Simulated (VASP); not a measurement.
# MgI2: structure and properties in VASP, part 7 of 7

What structure does MgI2 take at this level, and what are its properties? The start is a cell from a database of measured crystal structures.

VASP 6.6.1, plane waves and PAW; the level of theory is named at each step.

So far, gap on the k-mesh (eV): step 2 (full relaxation (AM05 + D4)) 3.60; step 5 (density of states (AM05 + D4)) 3.61; step 7 (NMR shifts (AM05 + D4)) 3.67; step 9 (dielectric tensor and Born charges (AM05 + D4)) 3.63.

The database entry behind the starting cell has ideal inner coordinates that were not refined, so it need not match the best structure at ambient conditions.

## 10. Relaxing the atoms (AM05 + D4) with a changed input

Level of this step: AM05 with D4; plane waves and PAW (I, Mg) (VASP).

This run is made with a changed input; what comes of it follows.

INCAR reads:

```
SYSTEM = MgI2
PREC = Accurate
ENCUT = 400
EDIFF = 1E-06
NELM = 74
SIGMA = 0.05
LREAL = .FALSE.
ALGO = Normal
GGA = AM
IVDW = 13
LORBIT = 11
LWAVE = .FALSE.
LCHARG = .FALSE.
IBRION = 2
NSW = 30
ISIF = 2
EDIFFG = -0.01
ISMEER = 0
```

POSCAR reads:

```
MgI2
1.0
    4.1226219969      0.0000000000      0.0000000000
   -2.0613109984      3.5702953795      0.0000000000
    0.0000000000      0.0000000000      6.9637543950
I Mg
2 1
Direct
    0.6666666667      0.3333333333      0.7608283187
    0.3333333333      0.6666666667      0.2391716813
    0.0000000000      0.0000000000      0.0000000000
```

KPOINTS reads:

```
Automatic mesh
0
Gamma
6 6 4
0 0 0
```

The projector-augmented-wave data sets are I and Mg (PBE family, release 64).

Command:

```
$ mpirun -np 1 vasp_std
```

The program printed:

```text
[... set-up lines as in an earlier step ...]
 entering main loop
       N       E                     dE             d eps       ncg     rms          rms(c)
DAV:   1     0.737206803326E+02    0.73721E+02   -0.52187E+03   576   0.855E+02
DAV:   2    -0.246636726836E+01   -0.76187E+02   -0.70325E+02   832   0.140E+02
DAV:   3    -0.784022653548E+01   -0.53739E+01   -0.53534E+01   732   0.458E+01
DAV:   4    -0.794020445962E+01   -0.99978E-01   -0.99960E-01   756   0.787E+00
DAV:   5    -0.794173842582E+01   -0.15340E-02   -0.15339E-02   732   0.962E-01    0.418E+00
DAV:   6    -0.780678700285E+01    0.13495E+00   -0.14873E-01   636   0.212E+00    0.271E+00
DAV:   7    -0.777693693247E+01    0.29850E-01   -0.13674E-01   656   0.209E+00    0.704E-01
DAV:   8    -0.777558150195E+01    0.13554E-02   -0.87773E-03   652   0.577E-01    0.252E-01
DAV:   9    -0.777571263783E+01   -0.13114E-03   -0.85591E-04   704   0.229E-01    0.838E-02
DAV:  10    -0.777570047708E+01    0.12161E-04   -0.28074E-05   716   0.429E-02    0.295E-02
DAV:  11    -0.777571321201E+01   -0.12735E-04   -0.19772E-05   628   0.326E-02    0.182E-02
DAV:  12    -0.777571425094E+01   -0.10389E-05   -0.89206E-07   552   0.630E-03    0.809E-03
DAV:  13    -0.777571522266E+01   -0.97172E-06   -0.10144E-06   508   0.646E-03
   1 F= -.82838731E+01 E0= -.82839639E+01  d E =-.828387E+01
 curvature:   0.00 expect dE= 0.000E+00 dE for cont linesearch  0.000E+00
 trial: gam= 0.00000 g(F)=  0.720E-05 g(S)=  0.000E+00 ort = 0.000E+00 (trialstep = 0.100E+01)
 search vector abs. value=  0.720E-05
 reached required accuracy - stopping structural energy minimisation
```

Wall time 29 s (1 MPI rank of AMD EPYC 7R43, shared host); peak memory 0.16 GiB.

Parts of OUTCAR (step 10):

```text
   NELECT =      16.0000    total number of electrons

 E-fermi :   2.2578

 k-point     1 :       0.0000    0.0000    0.0000
  band No.  band energies     occupation
    ...
      4       1.8613      2.00000
      5       1.8613      2.00000
      6       2.2010      2.06827
      7       2.2329      1.73766
      8       2.2329      1.73766
      9       6.0495      0.00000
     10       7.0540      0.00000
     11       9.0026      0.00000
     12       9.0026      0.00000

  DFT-D4 for vdW energy calculation

  Edisp (eV):   -0.50816

  Total      -0.00636    -0.00636     0.02214    -0.00000    -0.00000     0.00000
  in kB      -0.09935    -0.09935     0.34608    -0.00000    -0.00000     0.00000
  external pressure =        0.05 kB  Pullay stress =        0.00 kB

 POSITION                                       TOTAL-FORCE (eV/Angst)
 -----------------------------------------------------------------------------------
      2.06131      1.19010      5.29822        -0.000000      0.000000      0.008641
     -0.00000      2.38020      1.66553         0.000000      0.000000     -0.008641
      0.00000      0.00000      0.00000         0.000000      0.000000      0.000000
 -----------------------------------------------------------------------------------
    total drift:                                0.000000     -0.000000     -0.000000

  FREE ENERGIE OF THE ION-ELECTRON SYSTEM (eV)
  ---------------------------------------------------
  free  energy   TOTEN  =        -8.2838731188 eV

  energy  without entropy=       -8.2841454683  energy(sigma->0) =       -8.28396390

[... 10 parts as in an earlier step ...]

[... 8 further parts left out ...]
```

CONTCAR:

```
MgI2
   1.00000000000000
     4.1226219969000004    0.0000000000000000    0.0000000000000000
    -2.0613109984000002    3.5702953795000001    0.0000000000000000
     0.0000000000000000    0.0000000000000000    6.9637543949999996
  I               Mg
     2     1
Direct
     0.6666666667000030    0.3333333332999970    0.7608283186999998
     0.3333333332999970    0.6666666667000030    0.2391716813000002
     0.0000000000000000    0.0000000000000000    0.0000000000000000
```

The run converged. In energy (within 2 meV an atom) it ends like the sound relaxation.

Energy and pressure equal those of the sound run on this cell, within 0.05 meV an atom and 0.01 GPa.

The fault in the input: misspelt tag (ISMEER = 0). VASP ignores tags that it doesn't know, so the default applied; correct the spelling.

## 11. Summary of results

| Item | Value |
| --- | --- |
| relaxed volume | 34.17 Å³/atom |
| relaxed conventional cell a, b, c | 4.123, 4.123, 6.964 Å; angles 90.0, 90.0, 120.0° |
| space group after relaxing, within 0.02 Å | P-3m1 (No. 164) |
| band gap | 3.59 eV, indirect (least direct gap of that run 3.82 eV) |
| gap among the points of the DOS mesh alone, an upper bound | 3.61 eV |
| highest zone-centre mode | 268 cm⁻¹ |
| isotropic shieldings | I 3705, Mg 574 ppm |
| band gap (r2SCAN) | 4.19 eV, indirect (least direct gap of that run 4.65 eV) |
| static dielectric constant from modes and Born charges, mean | 7.23 |
| electronic dielectric constant, mean | 4.23 |

With AM05 + D4, MgI2 relaxes to 34.17 Å³/atom in space group P-3m1 (held by the symmetry of the run) and has an indirect gap of 3.59 eV. Against the listed cell the volume lies +0.4 % (a -0.4 %, c +1.2 %). Vibrations at Γ (AM05 + D4): The highest mode in this list at Γ, 268.4 cm⁻¹, is mostly motion of Mg (91 % of the kinetic energy). Band structure (r2SCAN): On this path the gap is indirect, 4.19 eV, with the valence top at Γ and the conduction bottom between L and M. The least direct gap is 4.65 eV. Dielectric tensor and Born charges (AM05 + D4): The principal values of the electronic dielectric tensor with local fields are 3.81, 4.45 and 4.45. Dielectric tensor and Born charges (AM05 + D4): Mean Born effective charge: I1 -1.08, Mg3 2.15 e. The other levels ran on the cell relaxed with AM05 + D4, and without spin-orbit coupling unless named. Spin-orbit coupling is left out, and with elements this heavy it would split and shift bands near the edges, and it can change the kind of a small gap. Modes at Γ alone can't show that the crystal is stable at other wave vectors, and the LO-TO splitting is not included. No search among competing phases was made, and a listed structure need not be the one stable at ambient conditions. All values are for a static lattice at zero temperature.

[Lines on the potential files, build, host, timing and source positions are cut from VASP's logs without a mark.]

[Logs are printed without paths, hosts, clocks, repeated set-up lines and the standing remarks that a program may print on its own settings, such as how far it seeks lower states.]

[Hosts, paths, dates, database ids (printed as entryN), source tags and the programs' standing remarks are cut or masked in the printed files.]

[A measured line is paired with the nearest computed mode of its activity, which favours agreement.]

[In band tables of VASP the shares of atoms and orbitals are scaled to a sum of 1 inside the atoms' spheres.]
